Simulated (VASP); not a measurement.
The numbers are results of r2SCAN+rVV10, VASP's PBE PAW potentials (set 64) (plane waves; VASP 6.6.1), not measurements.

VASP input:

### POSCAR
```
Ni3Si
3.4585180
  0.9999999984   0.0000000000   0.0000000000
  0.0000000000   0.9999999984   0.0000000000
  0.0000000000   0.0000000000   0.9999999984
Si Ni
1 3
direct
  0.0000000000   0.0000000000   0.0000000000
  0.0000000000   0.5000000000   0.5000000000
  0.5000000000   0.0000000000   0.5000000000
  0.5000000000   0.5000000000   0.0000000000
```

**INCAR**
```
SYSTEM = Ni3Si
PREC = Accurate
ENCUT = 520
EDIFF = 1E-7
NELM = 100
ALGO = Normal
LREAL = .FALSE.
LASPH = .TRUE.
ISMEAR = 1
SIGMA = 0.1
METAGGA = R2SCAN
LUSE_VDW = .TRUE.
BPARAM = 11.95
CPARAM = 0.0093
LMIXTAU = .TRUE.
LMAXMIX = 4
LWAVE = .FALSE.
LCHARG = .FALSE.
ISIF = 2
```

File KPOINTS:
```
Regular mesh
0
G
9 9 9
0 0 0
```

POTCAR, in this order: Si Ni (PBE.64 set). Program: vasp_std.

The resulting files:

OSZICAR:
```
       N       E                     dE             d eps       ncg     rms          rms(c)
DAV:   1     0.185181165616E+03    0.18518E+03   -0.16425E+04  1478   0.227E+03
DAV:   2    -0.417079549224E+02   -0.22689E+03   -0.21906E+03  1470   0.390E+02
DAV:   3    -0.532171294750E+02   -0.11509E+02   -0.11182E+02  1588   0.119E+02
DAV:   4    -0.534535898811E+02   -0.23646E+00   -0.23546E+00  1723   0.151E+01
DAV:   5    -0.534617062983E+02   -0.81164E-02   -0.81150E-02  1801   0.268E+00    0.212E+01
DAV:   6    -0.496798507909E+02    0.37819E+01   -0.67456E+01  1684   0.141E+02    0.186E+01
DAV:   7    -0.456409550517E+02    0.40389E+01   -0.17426E+01  1618   0.729E+01    0.479E+00
DAV:   8    -0.456829927624E+02   -0.42038E-01   -0.78675E-01  1734   0.813E+00    0.258E+00
DAV:   9    -0.456241840325E+02    0.58809E-01   -0.22559E-01  1684   0.805E+00    0.429E-01
DAV:  10    -0.456316150395E+02   -0.74310E-02   -0.15394E-02  1722   0.127E+00    0.160E-01
DAV:  11    -0.456323561020E+02   -0.74106E-03   -0.42320E-03  1692   0.613E-01    0.919E-02
DAV:  12    -0.456330959677E+02   -0.73987E-03   -0.10305E-03  1764   0.365E-01    0.365E-02
DAV:  13    -0.456330972219E+02   -0.12543E-05   -0.13603E-04  1636   0.121E-01    0.134E-02
DAV:  14    -0.456331301750E+02   -0.32953E-04   -0.80161E-05  1595   0.846E-02    0.941E-03
DAV:  15    -0.456331342207E+02   -0.40457E-05   -0.18407E-05  1670   0.687E-02    0.663E-03
DAV:  16    -0.456331403614E+02   -0.61407E-05   -0.11301E-05  1636   0.480E-02    0.144E-03
DAV:  17    -0.456331404918E+02   -0.13042E-06   -0.60979E-07  1567   0.106E-02    0.143E-03
DAV:  18    -0.456331407008E+02   -0.20893E-06   -0.13346E-07   868   0.624E-03    0.328E-04
DAV:  19    -0.456331407324E+02   -0.31615E-07   -0.27026E-08   825   0.242E-03
   1 F= -.45633141E+02 E0= -.45632989E+02  d E =-.453728E-03
```

### OUTCAR
```
------------------------ aborting loop because EDIFF is reached ----------------------------------------
  FORCE on cell =-STRESS in cart. coord.  units (eV):
  Direction    XX          YY          ZZ          XY          YZ          ZX
  --------------------------------------------------------------------------------------
  Total        0.0048321      0.0048321      0.0048321     -0.0000000      0.0000000     -0.0000000
  in kB        0.1871458      0.1871458      0.1871458     -0.0000000      0.0000000     -0.0000000
  external PRESSURE =       0.1871458 kB  Pullay stress =       0.0000000 kB
  volume of cell :       41.37
      direct lattice vectors                 reciprocal lattice vectors
     3.458517994  0.000000000  0.000000000     0.289141188  0.000000000  0.000000000
     0.000000000  3.458517994  0.000000000     0.000000000  0.289141188  0.000000000
     0.000000000  0.000000000  3.458517994     0.000000000  0.000000000  0.289141188
 POSITION                                       TOTAL-FORCE (eV/Angst)
 -----------------------------------------------------------------------------------
      0.00000      0.00000      0.00000         0.000000      0.000000      0.000000
      0.00000      1.72926      1.72926         0.000000      0.000000      0.000000
      1.72926      0.00000      1.72926         0.000000      0.000000      0.000000
      1.72926      1.72926      0.00000         0.000000      0.000000      0.000000
 -----------------------------------------------------------------------------------
    total drift:                                0.000000      0.000000      0.000000
  FREE ENERGIE OF THE ION-ELECTRON SYSTEM (eV)
  ---------------------------------------------------
  free  energy   TOTEN  =       -45.6331407324 eV

  energy  without entropy=      -45.6326870040  energy(sigma->0) =      -45.63298949
```
(Selected blocks of OUTCAR.)

The compound is Ni3Si in the L1_2 structure. It was relaxed first. The run is not spin-polarised, so no magnetic state was tried.
